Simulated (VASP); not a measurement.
Wanted: the native input for a VASP 6.6.1 run.

- Task: relaxation of the atoms
- Functional: PBE
- Potentials or basis: VASP PAW PBE potentials, release 64 (O, Mo_sv, S, Cl)
- Cutoff: 520 eV
- k mesh: 1 × 1 × 1
- Occupations: gaussian, width 0.01 eV
- Spin: no spin polarisation
- Further INCAR settings: ALGO = Normal; EDIFF = 1e-06; IBRION = 2; EDIFFG = -0.005; NSW = 40

The structure of OMoSCl2 lies in POSCAR:

```
MoSCl2O
1.0
   13.0000000000      0.0000000000      0.0000000000
    0.0000000000     13.0000000000      0.0000000000
    0.0000000000      0.0000000000     12.0000000000
O Mo S Cl
1 1 1 2
Direct
    0.5176590000      0.4645660000      0.6036500000
    0.5192190000      0.4711590000      0.4641920000
    0.6357110000      0.3723460000      0.4098400000
    0.3671220000      0.4192000000      0.4017230000
    0.5582400000      0.6320330000      0.4106380000
```

The cell isn't the ideal one: atoms moved at random, drawn with an rms of 0.02 Å.

The input as run:

INCAR

```
PREC     = Accurate       # precision mode
ENCUT    = 520            # plane-wave cutoff, eV
EDIFF    = 1E-6           # SCF threshold, eV
ISMEAR   = 0              # smearing method
SIGMA    = 0.01           # smearing width, eV
LREAL    = False          # projectors in reciprocal space
LASPH    = True           # aspherical terms in the spheres
NELM     = 100            # most SCF steps
ALGO     = Normal         # electronic algorithm
ISIF     = 2              # what is computed and relaxed
LWAVE    = False          # write WAVECAR
LCHARG   = False          # write CHGCAR
GGA      = PE             # functional
IBRION   = 2              # ionic algorithm
NSW      = 40             # ionic steps
EDIFFG   = -0.005         # ionic threshold
```

KPOINTS

```
regular mesh
0
Gamma
  1 1 1
```

Potentials or basis: VASP PAW PBE potentials, release 64 (O, Mo_sv, S, Cl).

Launch:

```console
$ cat potpaw_PBE.64/O/POTCAR potpaw_PBE.64/Mo_sv/POTCAR potpaw_PBE.64/S/POTCAR potpaw_PBE.64/Cl/POTCAR > POTCAR
$ mpirun -np 1 vasp_gam > vasp.out
```

Results of the run:

| Property | Result |
| --- | --- |
| Energy gained by relaxing | 5.6 meV/atom |
| Ionic steps | 28 |
| Largest force after relaxing | 0.005 eV/Å |
| Gap between the frontier levels | 2.45 eV |

It took 19 min on 1 thread of Intel(R) Xeon(R) 6975P-C (Granite Rapids), with other jobs on the host, peak memory 1.8 GiB.
